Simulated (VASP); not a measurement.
These are revTPSS meta-GGA, VASP's PBE PAW potentials (set 64) (plane waves; VASP) values and carry that method's errors.

Input for VASP

**KPOINTS_OPT**
```
k-points along high-symmetry lines
6
Line-mode
Reciprocal
  0.000000   0.000000   0.000000 ! GAMMA
 -0.000000   0.500000   0.000000 ! M

 -0.000000   0.500000   0.000000 ! M
 -0.333333   0.666667   0.000000 ! K

 -0.333333   0.666667   0.000000 ! K
  0.000000   0.000000   0.000000 ! GAMMA

  0.000000   0.000000   0.000000 ! GAMMA
  0.000000   0.000000   0.500000 ! A

  0.000000   0.000000   0.500000 ! A
 -0.000000   0.500000   0.500000 ! L

 -0.000000   0.500000   0.500000 ! L
 -0.333333   0.666667   0.500000 ! H

 -0.333333   0.666667   0.500000 ! H
  0.000000   0.000000   0.500000 ! A

 -0.000000   0.500000   0.500000 ! L
 -0.000000   0.500000   0.000000 ! M

 -0.333333   0.666667   0.500000 ! H
 -0.333333   0.666667   0.000000 ! K
```

INCAR:
```
# general
SYSTEM =Mg
PREC   =Accurate
ENCUT  =520
LREAL  =.False.
LASPH  =.True.   # aspherical one-centre terms

# electronic loop
EDIFF  =1E-7
NELM   =100
ALGO   =Normal   # blocked Davidson
LMIXTAU=.True.

# smearing
ISMEAR =-5   # tetrahedra, Bloechl

# functional
METAGGA=RTPSS

# ions
ISIF   =2

# output
LWAVE  =.False.
LCHARG =.False.
LORBIT =11   # lm-projected
NEDOS  =601   # DOS grid
```

File KPOINTS:
```
K-points
0
Gamma
  15 15 8
0 0 0
```

POSCAR:
```
Mg
1.0
  1.5984784987  -2.7686464228   0.0000000000
  1.5984784987   2.7686464228   0.0000000000
  0.0000000000   0.0000000000   5.1048090438
Mg
2
Cartesian
  1.5984784987   0.9228839867   1.2762022609
  1.5984784987  -0.9228839867   3.8286067828
```

POTCAR, in this order: Mg (PBE.64 set). Program: vasp_std.

Output of the run:

OSZICAR:
```
       N       E                     dE             d eps       ncg     rms          rms(c)
DAV:   1     0.846057693157E+01    0.84606E+01   -0.24855E+03  1620   0.116E+03
DAV:   2     0.474987693166E+00   -0.79856E+01   -0.79246E+01  2658   0.104E+02
DAV:   3     0.244187868918E+00   -0.23080E+00   -0.23067E+00  2862   0.195E+01
DAV:   4     0.240118838580E+00   -0.40690E-02   -0.42684E-02  2958   0.262E+00
DAV:   5     0.240068110399E+00   -0.50728E-04   -0.54096E-04  2904   0.321E-01    0.800E-01
DAV:   6    -0.590043510201E+01   -0.61405E+01   -0.80714E+00  1818   0.322E+01    0.806E-01
DAV:   7    -0.587991332351E+01    0.20522E-01   -0.87376E-02  2544   0.507E+00    0.838E-01
DAV:   8    -0.586168867367E+01    0.18225E-01   -0.77769E-01  2472   0.234E+01    0.216E-01
DAV:   9    -0.610995314397E+01   -0.24826E+00   -0.97132E-01  1632   0.157E+01    0.183E-01
DAV:  10    -0.608568337527E+01    0.24270E-01   -0.23016E-02  2154   0.256E+00    0.144E-01
DAV:  11    -0.611212811289E+01   -0.26445E-01   -0.17214E-02  1650   0.225E+00    0.683E-02
DAV:  12    -0.611241236437E+01   -0.28425E-03   -0.35528E-04  2154   0.281E-01    0.178E-02
DAV:  13    -0.611262953745E+01   -0.21717E-03   -0.67946E-05  1824   0.131E-01    0.992E-03
DAV:  14    -0.611257743718E+01    0.52100E-04   -0.25836E-05  1818   0.832E-02    0.267E-03
DAV:  15    -0.611264720482E+01   -0.69768E-04   -0.13313E-05  1740   0.621E-02    0.111E-03
DAV:  16    -0.611264465019E+01    0.25546E-05   -0.89509E-07  1992   0.170E-02    0.572E-04
DAV:  17    -0.611264943635E+01   -0.47862E-05   -0.11093E-06  1728   0.193E-02    0.101E-04
DAV:  18    -0.611264993780E+01   -0.50145E-06   -0.37231E-08  1224   0.297E-03    0.210E-05
DAV:  19    -0.611265004946E+01   -0.11165E-06   -0.13348E-09  1002   0.680E-04    0.199E-05
DAV:  20    -0.611265002449E+01    0.24966E-07   -0.61368E-10   990   0.485E-04
   1 F= -.61126500E+01 E0= -.61126500E+01  d E =0.000000E+00
       N       E                     dE             ncg
```

**OUTCAR**
```
------------------------ aborting loop because EDIFF is reached ----------------------------------------
  FORCE on cell =-STRESS in cart. coord.  units (eV):
  Direction    XX          YY          ZZ          XY          YZ          ZX
  --------------------------------------------------------------------------------------
  Total       -0.0662738     -0.0662738      0.0643304      0.0000000      0.0000000      0.0000000
  in kB       -2.3500037     -2.3500044      2.2810923      0.0000000      0.0000000      0.0000000
  external PRESSURE =      -0.8063053 kB  Pullay stress =       0.0000000 kB
  volume of cell :       45.18
      direct lattice vectors                 reciprocal lattice vectors
     1.598478499 -2.768646423  0.000000000     0.312797451 -0.180593663  0.000000000
     1.598478499  2.768646423  0.000000000     0.312797451  0.180593663  0.000000000
     0.000000000  0.000000000  5.104809044     0.000000000  0.000000000  0.195893713
 POSITION                                       TOTAL-FORCE (eV/Angst)
 -----------------------------------------------------------------------------------
      1.59848      0.92288      1.27620        -0.000000      0.000000      0.000000
      1.59848     -0.92288      3.82861         0.000000     -0.000000      0.000000
 -----------------------------------------------------------------------------------
    total drift:                               -0.000001     -0.000006      0.000001
  FREE ENERGIE OF THE ION-ELECTRON SYSTEM (eV)
  ---------------------------------------------------
  free  energy   TOTEN  =        -6.1126500245 eV

  energy  without entropy=       -6.1126500245  energy(sigma->0) =       -6.11265002

 total charge

# of ion       s       p       d       tot
------------------------------------------
    1        0.201   0.130   0.011   0.342
    2        0.201   0.130   0.011   0.342
--------------------------------------------------
tot          0.403   0.259   0.023   0.684
```
(Selected blocks of OUTCAR.)

For a metal the tetrahedron method with Blöchl corrections gives inexact stress and forces.

The compound is Mg in the hcp structure. It was relaxed first.
